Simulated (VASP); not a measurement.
Input:

```xyz
4
Lattice="2.3052 -3.9066 0.0000 2.3052 3.9066 0.0000 0.0000 0.0000 4.6206" Properties=species:S:1:pos:R:3 pbc="T T T"
Ga     2.3052     2.6963     4.2463
Ga     2.3052     1.2103     1.9360
Ga     2.3052    -1.2103     2.6846
Ga     2.3052    -2.6963     0.3743
```

Computed with PBE GGA, VASP's PBE PAW potentials (set 64) (plane waves; VASP). Settings: 400 eV cut-off, 6×6×5 Γ-centred mesh, first-order Methfessel-Paxton smearing of 0.10 eV, potentials Ga_d.

Give the force on each atom (eV/Å).

```json
[
 {"atom": "Ga1", "Fx": "0.000", "Fy": "-0.092", "Fz": "-0.011"},
 {"atom": "Ga2", "Fx": "0.000", "Fy": "0.092", "Fz": "-0.011"},
 {"atom": "Ga3", "Fx": "0.000", "Fy": "-0.092", "Fz": "0.011"},
 {"atom": "Ga4", "Fx": "0.000", "Fy": "0.092", "Fz": "0.011"}
]
```

Give the stress tensor in GPa (positive for a compressed cell).

```
-0.89   0.00   0.00
 0.00  -1.54   0.00
 0.00   0.00  -1.85
```
The pressure is its mean diagonal, -1.43 GPa.

The compound is Ga in the alpha structure. The cell was not relaxed at this level.
